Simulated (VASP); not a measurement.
Method: G0W0 on PBE orbitals, VASP's PBE PAW potentials (set 64) (plane waves; VASP 6.6.1).

A VASP calculation is set up with these files.

File KPOINTS:
```
K-points
0
G
  4 4 4
0 0 0
```

### INCAR
```
! general
SYSTEM      = SrTe
PREC        = Normal
ENCUT       = 500   ! plane-wave cut-off (eV)
LREAL       = .FALSE.   ! projection in real space or not
LASPH       = .TRUE.
NBANDS      = 160

! electronic loop
ALGO        = EVGW0

! smearing
ISMEAR      = 0
SIGMA       = 0.01   ! width (eV)

! functional
GGA         = PE

! output
LWAVE       = .FALSE.
LCHARG      = .FALSE.

! other
NELMGW      = 1
NOMEGA      = 64
ENCUTGW     = 200
NBANDSGW    = 16
LSPECTRALGW = .TRUE.
```

### POSCAR
```
SrTe
1
    0.0000000000     3.3738210000     3.3738210000
    3.3738210000     0.0000000000     3.3738210000
    3.3738210000     3.3738210000     0.0000000000
Sr Te
1 1
Direct
  0.0000000000   0.0000000000   0.0000000000
  0.5000000000   0.5000000000   0.5000000000
```

POTCAR, in this order: Sr_sv_GW Te_GW (PBE.64 set). Program: vasp_std. Read from the step before: WAVECAR, WAVEDER.

Q: What will the output report for the number of irreducible k-points (NKPTS), largest plane-wave count, number of space-group operations, FFT grid (NGX, NGY, NGZ)?

A: 
The number of irreducible k-points (NKPTS) is 8, the largest plane-wave count is 1964 and the number of space-group operations is 48. The FFT grid (NGX, NGY, NGZ) is 28 × 28 × 28.

The compound is SrTe in the rock salt structure. This cell is one point of a volume scan, at 1.04 of the reference volume.
